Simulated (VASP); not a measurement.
A run of VASP 6.6.1:

File INCAR:

```
  PREC = Accurate
  ENCUT = 600
  EDIFF = 1E-6
  ISMEAR = 1
  SIGMA = 0.2
  LREAL = F
  LASPH = T
  NELM = 60
  ALGO = Normal
  ISIF = 3
  LWAVE = F
  LCHARG = F
  GGA = PE
  IBRION = 2
  NSW = 60
  EDIFFG = -0.01
```

KPOINTS

```
regular mesh
0
Gamma
  8 8 3
```

File POSCAR:

```
CsLi2
1.0
    3.9663300000      0.0000000000      0.0000000000
   -1.9831700000      3.4349500000      0.0000000000
    0.0000000000      0.0000000000     10.0283800000
Cs Li
1 2
Direct
    0.0000000000      0.0000000000      0.0000000000
    0.3333300000      0.6666700000      0.3486300000
    0.3333300000      0.6666700000      0.6513700000
```

Potentials or basis: VASP PAW PBE potentials, release 64 (Cs_sv, Li_sv).

Run with:

```bash
$ cat potpaw_PBE.64/Cs_sv/POTCAR potpaw_PBE.64/Li_sv/POTCAR > POTCAR
$ mpirun -np 1 vasp_std > vasp.out
```

Hardware: 1 thread of Intel(R) Xeon(R) Platinum 8488C (Sapphire Rapids), with other jobs on the host.

Problem. Estimate the wall time of this run.

Solution. It took 85 s on 1 thread of Intel(R) Xeon(R) Platinum 8488C (Sapphire Rapids), with other jobs on the host, peak memory 0.32 GiB. Counts: scf iterations 24, k points 42, ion steps 3.
